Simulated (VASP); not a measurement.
Computed with revPBE GGA, VASP's PBE PAW potentials (set 64) (plane waves; VASP).

VASP input:

### INCAR
```
ALGO = Normal
EDIFF = 1E-7
ENCUT = 520
GGA = RE
ISIF = 2
ISMEAR = -5
LASPH = .TRUE.
LCHARG = .TRUE.
LEFG = .TRUE.
LMAXMIX = 4
LORBIT = 11
LREAL = .FALSE.
LWAVE = .FALSE.
NEDOS = 601
NELM = 100
PREC = Accurate
SYSTEM = Te
```

**POSCAR**
```
Te
1
    2.3982288476    -4.1538538411    -0.0000000000
    2.3982288476     4.1538538411     0.0000000000
    0.0000000000     0.0000000000     5.8980173441
Te
3
Direct
  0.0000000000   0.2474638328   0.6666670000
  0.7525361672   0.7525361672   0.0000000000
  0.2474638328   0.0000000000   0.3333330000
```

File KPOINTS:
```
Automatic mesh
0
Gamma
6 6 4
0 0 0
```

POTCAR, in this order: Te (PBE.64 set). Program: vasp_std.

The resulting files:

**OUTCAR**
```
 ion  position               nearest neighbor table
   1  0.000  0.247  0.667-   2 2.84   3 2.84
   2  0.753  0.753  0.000-   1 2.84   3 2.84
   3  0.247  0.000  0.333-   2 2.84   1 2.84
  LATTYP: Found a hexagonal cell.
 ALAT       =     4.7964573738
 C/A-ratio  =     1.2296611612
 Subroutine PRICEL returns:
 Original cell was already a primitive cell.
 Subroutine GETGRP returns: Found  6 space group operations
The static configuration has the point symmetry C_2 .
 The point group associated with its full space group is D_3 .
The dynamic configuration has the point symmetry C_2 .
 Subroutine INISYM returns: Found  6 space group operations
 Subroutine IBZKPT returns following result:
 Found     24 irreducible k-points:

 Following reciprocal coordinates:
            Coordinates               Weight
  0.000000  0.000000  0.000000      1.000000
  0.166667  0.000000  0.000000      6.000000
  0.333333  0.000000  0.000000      6.000000
  0.500000  0.000000  0.000000      3.000000
  0.166667  0.166667  0.000000      6.000000
  0.333333  0.166667  0.000000     12.000000
  0.333333  0.333333  0.000000      2.000000
  0.000000  0.000000  0.250000      2.000000
  0.166667  0.000000  0.250000      6.000000
  0.000000  0.166667  0.250000      6.000000
  0.333333  0.000000  0.250000      6.000000
  0.000000  0.333333  0.250000      6.000000
  0.500000  0.000000  0.250000      6.000000
  0.166667  0.166667  0.250000     12.000000
  0.333333  0.166667  0.250000     12.000000
 -0.166667  0.500000  0.250000     12.000000
  0.333333  0.333333  0.250000      4.000000
  0.000000  0.000000  0.500000      1.000000
  0.166667  0.000000  0.500000      6.000000
  0.333333  0.000000  0.500000      6.000000
  0.500000  0.000000  0.500000      3.000000
  0.166667  0.166667  0.500000      6.000000
  0.333333  0.166667  0.500000     12.000000
  0.333333  0.333333  0.500000      2.000000
   k-points           NKPTS =     24   k-points in BZ     NKDIM =     24   number of bands    NBANDS=     13
   number of dos      NEDOS =    601   number of ions     NIONS =      3
   total plane-waves  NPLWV =  62208
   dimension x,y,z NGX =    36 NGY =   36 NGZ =   48
   dimension x,y,z NGXF=    72 NGYF=   72 NGZF=   96
   ions per type =               3
   PREC   = accura    normal or accurate (medium, high low for compatibility)
   ISTART =      0    job   : 0-new  1-cont  2-samecut
   ICHARG =      2    charge: 1-file 2-atom 10-const
   ISPIN  =      1    spin polarized calculation?
   LNONCOLLINEAR =      F non collinear calculations
   LSORBIT =      F    spin-orbit coupling
   INIWAV =      1    electr: 0-lowe 1-rand  2-diag
   ENCUT  =  520.0 eV  38.22 Ry    6.18 a.u.   8.92  8.92 10.97*2*pi/ulx,y,z
   NELM   =    100;   NELMIN=  2; NELMDL= -5     # of ELM steps
   EDIFF  = 0.1E-06   stopping-criterion for ELM
   LREAL  =      F    real-space projection
   NLSPLINE    = F    spline interpolate recip. space projectors
   LMAXMIX     =    4 max onsite mixed and CHGCAR
   VOSKOWN=      0    Vosko Wilk Nusair interpolation
   EDIFFG = 0.1E-05   stopping-criterion for IOM
   NSW    =      0    number of steps for IOM
   NBLOCK =      1;   KBLOCK =      1    inner block; outer block
   IBRION =     -1    ionic relax: 0-MD 1-quasi-New 2-CG
   NFREE  =      0    steps in history (QN), initial steepest desc. (CG)
   ISIF   =      2    stress and relaxation
   ISYM   =      2    0-nonsym 1-usesym 2-fastsym
   TEIN   =    0.0    initial temperature
   TEBEG  =    0.0;   TEEND  =   0.0 temperature during run
   SMASS  =  -3.00    Nose mass-parameter (am)
   PSTRESS=    0.0 pullay stress
   NELECT =      18.0000    total number of electrons
...
```

OSZICAR:
```
       N       E                     dE             d eps       ncg     rms          rms(c)
DAV:   1     0.801287351879E+02    0.80129E+02   -0.63261E+03   624   0.108E+03
DAV:   2    -0.284680478554E+01   -0.82976E+02   -0.80462E+02   844   0.157E+02
DAV:   3    -0.841462837123E+01   -0.55678E+01   -0.55301E+01   754   0.454E+01
DAV:   4    -0.852914374945E+01   -0.11452E+00   -0.11444E+00   860   0.779E+00
DAV:   5    -0.853071632762E+01   -0.15726E-02   -0.15725E-02   813   0.849E-01    0.102E+01
DAV:   6    -0.851154128774E+01    0.19175E-01   -0.27069E-02   679   0.111E+00    0.661E+00
DAV:   7    -0.851089328179E+01    0.64801E-03   -0.62539E-02   649   0.175E+00    0.366E-01
DAV:   8    -0.850990841247E+01    0.98487E-03   -0.10470E-02   664   0.643E-01    0.159E-01
DAV:   9    -0.851002651453E+01   -0.11810E-03   -0.32681E-04   777   0.135E-01    0.914E-02
DAV:  10    -0.851018630177E+01   -0.15979E-03   -0.20801E-04   652   0.991E-02    0.128E-02
DAV:  11    -0.851019148701E+01   -0.51852E-05   -0.20151E-05   674   0.299E-02    0.819E-03
DAV:  12    -0.851019517628E+01   -0.36893E-05   -0.57054E-06   684   0.160E-02    0.311E-03
DAV:  13    -0.851019589321E+01   -0.71693E-06   -0.15178E-06   674   0.785E-03    0.136E-03
DAV:  14    -0.851019597603E+01   -0.82812E-07   -0.16051E-07   630   0.259E-03
   1 F= -.85101960E+01 E0= -.85101960E+01  d E =0.000000E+00
```

OUTCAR:
```
------------------------ aborting loop because EDIFF is reached ----------------------------------------
  FORCE on cell =-STRESS in cart. coord.  units (eV):
  Direction    XX          YY          ZZ          XY          YZ          ZX
  --------------------------------------------------------------------------------------
  Total       -0.0362185     -0.0362185     -0.0269909      0.0000000      0.0000000      0.0000000
  in kB       -0.4938141     -0.4938140     -0.3680019      0.0000000      0.0000000      0.0000000
  external PRESSURE =      -0.4518767 kB  Pullay stress =       0.0000000 kB
  volume of cell :      117.51
      direct lattice vectors                 reciprocal lattice vectors
     2.398228848 -4.153853841  0.000000000     0.208487193 -0.120370148  0.000000000
     2.398228848  4.153853841  0.000000000     0.208487193  0.120370148  0.000000000
     0.000000000  0.000000000  5.898017344     0.000000000  0.000000000  0.169548501
 POSITION                                       TOTAL-FORCE (eV/Angst)
 -----------------------------------------------------------------------------------
      0.59347      1.02793      3.93201         0.007900      0.013684     -0.000000
      3.60951      0.00000      0.00000        -0.015801      0.000000     -0.000000
      0.59347     -1.02793      1.96600         0.007900     -0.013684      0.000000
 -----------------------------------------------------------------------------------
    total drift:                               -0.000152     -0.000407      0.000011
  FREE ENERGIE OF THE ION-ELECTRON SYSTEM (eV)
  ---------------------------------------------------
  free  energy   TOTEN  =        -8.5101959760 eV

  energy  without entropy=       -8.5101959760  energy(sigma->0) =       -8.51019598

 total charge

# of ion       s       p       d       tot
------------------------------------------
    1        1.423   1.827   0.035   3.285
    2        1.423   1.827   0.035   3.285
    3        1.423   1.827   0.035   3.285
--------------------------------------------------
tot          4.268   5.482   0.105   9.855

 Electric field gradients after diagonalization (V/A^2)
 (convention: |V_zz| > |V_xx| > |V_yy|)
----------------------------------------------------------------------
 ion       V_xx      V_yy      V_zz     asymmetry (V_yy - V_xx)/ V_zz
----------------------------------------------------------------------
   1     421.320   237.801  -659.121       0.278
   2     421.320   237.800  -659.120       0.278
   3     421.320   237.801  -659.121       0.278
```
(Selected blocks of OUTCAR.)

The compound is Te in the trig structure. It was relaxed first, which changed the volume by +15 %.
